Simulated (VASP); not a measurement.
Given:

```
CaS
1.0
    0.00000     2.82707     2.82707
    2.82707     0.00000     2.82707
    2.82707     2.82707     0.00000
Ca S
1 1
Direct
  0.00000   0.00000   0.00000
  0.50000   0.50000   0.50000
```

Calculation: vdW-DF-cx, VASP's PBE PAW potentials (set 64) (plane waves; VASP). Numerical set-up: 520 eV cut-off, Gaussian smearing of 0.050 eV, potentials Ca_sv S.

Problem. Give the energies of bands 6 to 11 at the high-symmetry points, in eV from the valence-band maximum.

Solution. 
```
band     Γ      X      U      L      W
----  ----  -----  -----  -----  -----
6     0.00  -2.34  -2.10  -3.19  -1.84
7     0.00  -0.83  -1.93  -1.21  -1.84
8     0.00  -0.83  -1.06  -1.21  -1.60
9     4.13   2.27   3.64   5.21   4.83
10    4.13   5.63   6.37   6.13   4.83
11    4.13   6.13   6.50   6.25   6.06
```

The gap is indirect, 2.27 eV, from the valence maximum at Γ to the conduction minimum at X.

Measured: gap 4.43 eV (computed value off by -2.16 eV), as given by David Waroquiers et al., Physical Review B (2013), arXiv:1302.6756.

The compound is CaS in the rock salt structure. It was relaxed first.
